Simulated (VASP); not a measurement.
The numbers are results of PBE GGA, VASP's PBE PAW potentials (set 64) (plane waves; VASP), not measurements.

VASP ran on this input.

### KPOINTS
```
Automatic
0
gamma
 6 6 6
0 0 0
```

File POSCAR:
```
NaI
1.0
  0.0000000000   2.8648990086   2.8648990086
  2.8648990086   0.0000000000   2.8648990086
  2.8648990086   2.8648990086   0.0000000000
Na I
1 1
Cartesian
  0.0000000000   0.0000000000   0.0000000000
  2.8648990086   2.8648990086   2.8648990086
```

INCAR:
```
SYSTEM=NaI
ISIF=3   ! ions, shape and volume
LASPH=.TRUE.   ! aspherical one-centre terms
PSTRESS=150   ! kbar
ISMEAR=0   ! Gaussian
LMAXMIX=4   ! l cut-off of mixed one-centre charges
EDIFFG=-0.01   ! ionic stop
PREC=Accurate
ENCUT=480   ! plane-wave cut-off (eV)
SIGMA=0.05
IBRION=2
LWAVE=.FALSE.
GGA=PE   ! PBE
NELM=100   ! most electronic steps
LCHARG=.FALSE.
NSW=40   ! most ionic steps
LREAL=.FALSE.   ! projection in real space or not
EDIFF=1E-7
ALGO=Normal
```

POTCAR, in this order: Na_pv I (PBE.64 set). Program: vasp_std.

The run wrote:

OSZICAR:
```
       N       E                     dE             d eps       ncg     rms          rms(c)
DAV:   1     0.815499440335E+02    0.81550E+02   -0.67170E+03   352   0.117E+03
DAV:   2     0.137193625464E+01   -0.80178E+02   -0.75701E+02   374   0.255E+02
DAV:   3    -0.456435787687E+01   -0.59363E+01   -0.58859E+01   438   0.671E+01
DAV:   4    -0.470734463417E+01   -0.14299E+00   -0.14291E+00   419   0.110E+01
DAV:   5    -0.471136499361E+01   -0.40204E-02   -0.40201E-02   428   0.192E+00    0.240E+00
DAV:   6    -0.466516406950E+01    0.46201E-01   -0.53496E-02   400   0.175E+00    0.166E+00
DAV:   7    -0.465579063043E+01    0.93734E-02   -0.57842E-02   400   0.188E+00    0.634E-01
DAV:   8    -0.465640278508E+01   -0.61215E-03   -0.27385E-03   394   0.524E-01    0.102E-01
DAV:   9    -0.465637875848E+01    0.24027E-04   -0.94012E-05   427   0.126E-01    0.308E-02
DAV:  10    -0.465638856509E+01   -0.98066E-05   -0.20574E-05   400   0.670E-02    0.101E-02
DAV:  11    -0.465638851171E+01    0.53383E-07   -0.39915E-06   406   0.356E-02    0.481E-03
DAV:  12    -0.465638829535E+01    0.21635E-06   -0.45392E-07   405   0.525E-03    0.189E-03
DAV:  13    -0.465638834259E+01   -0.47232E-07   -0.18075E-08   230   0.130E-03
   1 F= -.25349035E+00 E0= -.25349035E+00  d E =-.253490E+00
```

File OUTCAR:
```
------------------------ aborting loop because EDIFF is reached ----------------------------------------
  FORCE on cell =-STRESS in cart. coord.  units (eV):
  Direction    XX          YY          ZZ          XY          YZ          ZX
  --------------------------------------------------------------------------------------
  Total        4.3979471      4.3979471      4.3979471     -0.0000000     -0.0000000      0.0000000
  in kB      149.8313312    149.8313312    149.8313312     -0.0000000     -0.0000000      0.0000000
  external PRESSURE =      -0.1686688 kB  Pullay stress =     150.0000000 kB
  volume of cell :       47.03
      direct lattice vectors                 reciprocal lattice vectors
     0.000000000  2.864899009  2.864899009    -0.174526222  0.174526222  0.174526222
     2.864899009  0.000000000  2.864899009     0.174526222 -0.174526222  0.174526222
     2.864899009  2.864899009  0.000000000     0.174526222  0.174526222 -0.174526222
  FREE ENERGIE OF THE ION-ELECTRON SYSTEM (eV)
  ---------------------------------------------------
  free  energy   TOTEN  =        -4.6563883426 eV

  energy  without entropy=       -4.6563883426  energy(sigma->0) =       -4.65638834
  enthalpy is  TOTEN    =        -0.2534903502 eV   P V=        4.4028979924

 reached required accuracy - stopping structural energy minimisation
```
(Selected blocks of OUTCAR.)

The compound is NaI in the rock salt structure. It was relaxed first under an external pressure of 15 GPa.
